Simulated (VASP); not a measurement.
Calculation: PBE GGA, VASP's PBE PAW potentials (set 64) (plane waves; VASP).

VASP input:

**POSCAR**
```
Zn
1
    1.3300000000    -2.3036280000     0.0000000000
    1.3300000000     2.3036280000     0.0000000000
    0.0000000000     0.0000000000     4.9500000000
Zn
2
Direct
  0.3333330000   0.6666670000   0.2500000000
  0.6666670000   0.3333330000   0.7500000000
```

### INCAR
```
ALGO=Normal
EDIFF=1E-6
ENCUT=400
GGA=PE
ISIF=2
ISMEAR=1
KGAMMA=T
KSPACING=0.5
LASPH=T
LCHARG=F
LMAXMIX=4
LREAL=F
LWAVE=F
NELM=100
PREC=Accurate
SIGMA=0.1
SYSTEM=Zn
```

POTCAR, in this order: Zn (PBE.64 set). Program: vasp_std.

Output of the run:

**OSZICAR**
```
       N       E                     dE             d eps       ncg     rms          rms(c)
DAV:   1     0.845812249549E+02    0.84581E+02   -0.11028E+04   472   0.204E+03
DAV:   2    -0.691625858876E-01   -0.84650E+02   -0.83970E+02   464   0.276E+02
DAV:   3    -0.239652785074E+01   -0.23274E+01   -0.23235E+01   552   0.564E+01
DAV:   4    -0.240346376399E+01   -0.69359E-02   -0.69357E-02   560   0.310E+00
DAV:   5    -0.240347389883E+01   -0.10135E-04   -0.10135E-04   544   0.931E-02    0.403E+00
DAV:   6    -0.220785371358E+01    0.19562E+00   -0.96969E-01   464   0.217E+01    0.304E+00
DAV:   7    -0.219881930292E+01    0.90344E-02   -0.28665E-02   568   0.310E+00    0.157E+00
DAV:   8    -0.219432740831E+01    0.44919E-02   -0.16346E-03   600   0.612E-01    0.450E-02
DAV:   9    -0.219432521413E+01    0.21942E-05   -0.20047E-04   648   0.214E-01    0.329E-02
DAV:  10    -0.219432783139E+01   -0.26173E-05   -0.22231E-05   504   0.618E-02    0.321E-03
DAV:  11    -0.219432755985E+01    0.27154E-06   -0.19017E-07   320   0.771E-03
   1 F= -.21943276E+01 E0= -.21950691E+01  d E =0.222452E-02
```

### OUTCAR
```
------------------------ aborting loop because EDIFF is reached ----------------------------------------
  FORCE on cell =-STRESS in cart. coord.  units (eV):
  Direction    XX          YY          ZZ          XY          YZ          ZX
  --------------------------------------------------------------------------------------
  Total       -0.5411639     -0.5411641      0.9309769      0.0000000      0.0000000      0.0000000
  in kB      -28.5851328    -28.5851434     49.1756717      0.0000000      0.0000000      0.0000000
  external PRESSURE =      -2.6648681 kB  Pullay stress =       0.0000000 kB
  volume of cell :       30.33
      direct lattice vectors                 reciprocal lattice vectors
     1.330000000 -2.303628000  0.000000000     0.375939850 -0.217048933  0.000000000
     1.330000000  2.303628000  0.000000000     0.375939850  0.217048933  0.000000000
     0.000000000  0.000000000  4.950000000     0.000000000  0.000000000  0.202020202
 POSITION                                       TOTAL-FORCE (eV/Angst)
 -----------------------------------------------------------------------------------
      1.33000      0.76788      1.23750         0.000000      0.000000      0.000000
      1.33000     -0.76788      3.71250         0.000000     -0.000000      0.000000
 -----------------------------------------------------------------------------------
    total drift:                                0.000000      0.000075      0.000002
  FREE ENERGIE OF THE ION-ELECTRON SYSTEM (eV)
  ---------------------------------------------------
  free  energy   TOTEN  =        -2.1943275599 eV

  energy  without entropy=       -2.1965520838  energy(sigma->0) =       -2.19506907
```
(Selected blocks of OUTCAR.)

The compound is Zn in the hcp structure. The cell was not relaxed at this level. The run is one of a series of settings (KGAMMA = .TRUE., KSPACING = 0.5, KPOINTS file removed against the base run), some of them coarse on purpose.
